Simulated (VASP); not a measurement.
Input:

```xyz
2
Lattice="1.6162 -2.7994 0.0000 1.6162 2.7994 0.0000 0.0000 0.0000 4.9928" Properties=species:S:1:pos:R:3 pbc="T T T"
Sc     1.6162     0.9331     1.2482
Sc     1.6162    -0.9331     3.7446
```

All values below come from LDA (Ceperley-Alder, Perdew-Zunger), VASP's LDA PAW potentials (set 64) (plane waves; VASP). Settings: 520 eV cut-off, Gaussian smearing of 0.050 eV, potentials Sc_sv.

Give the energies of bands 9 to 14 at the high-symmetry points, in eV from the Fermi level.

| band | Γ | M | K | A | L | H |
|---|---|---|---|---|---|---|
| 9 | -5.22 | -1.65 | -0.72 | -3.56 | -1.60 | -0.45 |
| 10 | -1.76 | -1.18 | -0.72 | -3.56 | -1.60 | -0.45 |
| 11 | 0.99 | -0.80 | -0.66 | 1.04 | 0.09 | -0.20 |
| 12 | 1.62 | -0.26 | -0.62 | 1.04 | 0.09 | -0.20 |
| 13 | 1.62 | 1.32 | 1.07 | 1.52 | 1.49 | 0.36 |
| 14 | 1.98 | 1.43 | 1.07 | 1.52 | 1.49 | 0.36 |

It has no gap at this level: it comes out as a metal or semimetal.

The compound is Sc in the hcp structure. It was relaxed first, which changed the volume by -10 %.
